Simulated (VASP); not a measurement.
Data:

```
CELL_PARAMETERS angstrom
      0.00000     2.01500     2.01500
      2.01500     0.00000     2.01500
      2.01500     2.01500     0.00000
ATOMIC_POSITIONS crystal
  Li 0.00000 0.00000 0.00000
  F  0.50000 0.50000 0.50000
```

These are G0W0 on PBE orbitals, VASP's PBE PAW potentials (set 64) (plane waves; VASP) values and carry that method's errors. Numerical set-up: PREC = Normal, 500 eV cut-off, 4×4×4 Γ-centred mesh, Gaussian smearing of 0.010 eV, potentials Li_sv_GW F_GW_new.

The mesh is coarse and the basis finite, so the quasiparticle values are not converged.

NBANDS = 240, ENCUTGW = 250 eV, NOMEGA = 64. The PBE levels (eV) that the step starts from are:

```json
[
 {"state": "k1 (0.00, 0.00, 0.00), band 2", "KS energy": "-20.97", "filling": "2"},
 {"state": "k1 (0.00, 0.00, 0.00), band 3", "KS energy": "-1.01", "filling": "2"},
 {"state": "k1 (0.00, 0.00, 0.00), band 4", "KS energy": "-1.01", "filling": "2"},
 {"state": "k1 (0.00, 0.00, 0.00), band 5", "KS energy": "-1.01", "filling": "2"},
 {"state": "k1 (0.00, 0.00, 0.00), band 6", "KS energy": "8.03", "filling": "0"},
 {"state": "k1 (0.00, 0.00, 0.00), band 7", "KS energy": "22.91", "filling": "0"},
 {"state": "k1 (0.00, 0.00, 0.00), band 8", "KS energy": "22.91", "filling": "0"},
 {"state": "k1 (0.00, 0.00, 0.00), band 9", "KS energy": "22.91", "filling": "0"},
 {"state": "k2 (0.25, 0.00, 0.00), band 2", "KS energy": "-20.76", "filling": "2"},
 {"state": "k2 (0.25, 0.00, 0.00), band 3", "KS energy": "-2.38", "filling": "2"},
 {"state": "k2 (0.25, 0.00, 0.00), band 4", "KS energy": "-1.13", "filling": "2"},
 {"state": "k2 (0.25, 0.00, 0.00), band 5", "KS energy": "-1.13", "filling": "2"},
 {"state": "k2 (0.25, 0.00, 0.00), band 6", "KS energy": "9.30", "filling": "0"},
 {"state": "k2 (0.25, 0.00, 0.00), band 7", "KS energy": "16.91", "filling": "0"},
 {"state": "k2 (0.25, 0.00, 0.00), band 8", "KS energy": "19.51", "filling": "0"},
 {"state": "k2 (0.25, 0.00, 0.00), band 9", "KS energy": "19.51", "filling": "0"}
]
```

### Question
Give the quasiparticle energies and renormalisation factors Z.

### Answer

| state | QP energy (eV) | Z |
|---|---|---|
| k1 (0.00, 0.00, 0.00), band 2 | -25.38 | 0.79 |
| k1 (0.00, 0.00, 0.00), band 3 | -4.03 | 0.81 |
| k1 (0.00, 0.00, 0.00), band 4 | -4.03 | 0.81 |
| k1 (0.00, 0.00, 0.00), band 5 | -4.03 | 0.81 |
| k1 (0.00, 0.00, 0.00), band 6 | 9.58 | 0.88 |
| k1 (0.00, 0.00, 0.00), band 7 | 25.05 | 0.86 |
| k1 (0.00, 0.00, 0.00), band 8 | 25.05 | 0.86 |
| k1 (0.00, 0.00, 0.00), band 9 | 25.05 | 0.86 |
| k2 (0.25, 0.00, 0.00), band 2 | -25.02 | 0.77 |
| k2 (0.25, 0.00, 0.00), band 3 | -5.61 | 0.81 |
| k2 (0.25, 0.00, 0.00), band 4 | -4.17 | 0.81 |
| k2 (0.25, 0.00, 0.00), band 5 | -4.17 | 0.81 |
| k2 (0.25, 0.00, 0.00), band 6 | 10.96 | 0.88 |
| k2 (0.25, 0.00, 0.00), band 7 | 18.69 | 0.86 |
| k2 (0.25, 0.00, 0.00), band 8 | 21.44 | 0.87 |
| k2 (0.25, 0.00, 0.00), band 9 | 21.44 | 0.87 |
On the mesh the gap opens from 9.05 to 13.61 eV.

The compound is LiF in the rock salt structure. The cell was not relaxed at this level. The k-mesh is coarse (spacing up to 0.68 per Å, 2π included), so the numbers may not be converged in it.
